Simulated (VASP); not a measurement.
VASP ran on this input.

KPOINTS:
```
Automatic
0
gamma
  8 8 8
```

### INCAR
```
# general
SYSTEM =CsBr
PREC   =Accurate
ENCUT  =300
LREAL  =.FALSE.
LASPH  =.TRUE.

# electronic loop
EDIFF  =1E-6
NELM   =100
ALGO   =Normal
LMAXMIX=4

# smearing
ISMEAR =-1
SIGMA  =0.01

# functional
GGA    =PE

# ions
ISIF   =2

# output
LWAVE  =.FALSE.
LCHARG =.FALSE.
```

POSCAR:
```
CsBr
1
    4.2900000000     0.0000000000     0.0000000000
    0.0000000000     4.2900000000     0.0000000000
    0.0000000000     0.0000000000     4.2900000000
Cs Br
1 1
Direct
  0.0000000000   0.0000000000   0.0000000000
  0.5000000000   0.5000000000   0.5000000000
```

POTCAR, in this order: Cs_sv Br (PBE.64 set). Program: vasp_std.

Problem. Translate this PBE calculation to Ansatz.

Solution. One equivalent input (not run):
Ansatz 0.2 input:
```yaml
crystal:
  lattice:
    - [4.2900000, 0.0000000, 0.0000000]
    - [0.0000000, 4.2900000, 0.0000000]
    - [0.0000000, 0.0000000, 4.2900000]
  atoms:
    - { symbol: Cs, position: [0.0000000, 0.0000000, 0.0000000] }
    - { symbol: Br, position: [0.5000000, 0.5000000, 0.5000000] }
kpoints:
  mp_grid: { grid: [8, 8, 8] }
hamiltonian:
  xc: pbe
  pseudopotentials: { kind: paw }
scf:
  occupations: { method: fermi_dirac, width: 0.01 }
  max_iter: 100
output: { forces: true, stress: true, eigenvalues: true }
```
What does not carry over: each code has its own PAW files, so the cut-off isn't converted (ENCUT is set for VASP's; basis.ecutwfc is left out, and Ansatz then takes the one that its files recommend); Ansatz stops its SCF on the density residual and VASP on the energy change (EDIFF).

The structure is a typed CsBr crystal (Pm-3m). The cell was not relaxed at this level.
